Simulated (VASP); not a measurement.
The system is TiO2.

```
CELL_PARAMETERS angstrom
-1.89225 1.89225 4.75715
1.89225 -1.89225 4.75715
1.89225 1.89225 -4.75715
ATOMIC_POSITIONS crystal
Ti 0.00000 0.00000 0.00000
Ti 0.75000 0.25000 0.50000
O 0.20806 0.20806 0.00000
O 0.95806 0.45806 0.50000
O 0.54194 0.04194 0.50000
O 0.79194 0.79194 0.00000
```

Base run:

```yaml
Program: VASP 6.6.1
Functional: r2SCAN
Potentials_or_basis: VASP PAW PBE potentials, release 64 (Ti_sv, O)
Cutoff: 520 eV
k_mesh: 6 × 6 × 6
Occupations: fermi-dirac, width 0.05 eV
Spin: no spin polarisation
```

Its results: band gap on the k mesh 2.57 eV, indirect (least direct gap 2.90 eV); pressure 1.7 GPa; largest force 0.044 eV/Å.

**Question.** The run is repeated on the same cell with these changes: functional from r2SCAN to PBE. What comes out?

**Answer.** Band gap on the k mesh 2.14 eV, indirect (least direct gap 2.45 eV); pressure 5.9 GPa; largest force 0.131 eV/Å.

r2SCAN gives the wider gap, since meta-GGAs in the generalised Kohn-Sham scheme recover part of the derivative discontinuity.

Caveats: the PAW data sets were made with another functional, which shifts forces and pressure a little (some runs).

A k mesh can miss the band edges.
